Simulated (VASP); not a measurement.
CdSi4O and the effect of the functional

```
Cd Si O
1.0
     0.00000    3.60175    3.60175
     3.60175    0.00000    3.60175
     3.60175    3.60175    0.00000
Cd Si O
1 4 1
Direct
  0.50000 0.50000 0.50000
  0.87672 0.87672 0.36984
  0.87672 0.36984 0.87672
  0.87672 0.87672 0.87672
  0.36984 0.87672 0.87672
  0.25000 0.25000 0.25000
```

The cell comes from a database or a generator and needn't be the stable form of this composition.

Kept alike: task band structure; k mesh 5 × 5 × 5; occupations fermi-dirac, width 0.05 eV; no spin polarisation. Program: VASP, PBE PAW files Cd, O, Si, 520 eV. The mesh is that of the run's cell of 6 atoms. No spin-orbit coupling.

| functional | pressure (GPa) |
| --- | --- |
| SCAN | -3.03 |
| TPSS | -2.99 |
| r2SCAN | -2.40 |

Pressure is positive in compression; the values hold the error of the finite cutoff, so their zero can differ a little from the energy's minimum. For a metal such a mesh leaves the last digits unconverged. All rows use potentials made for PBE.

The pressure runs from -3.03 (SCAN) to -2.40 GPa (r2SCAN). A positive pressure means that the functional's own cell is larger than the one given, a negative one that it is smaller.
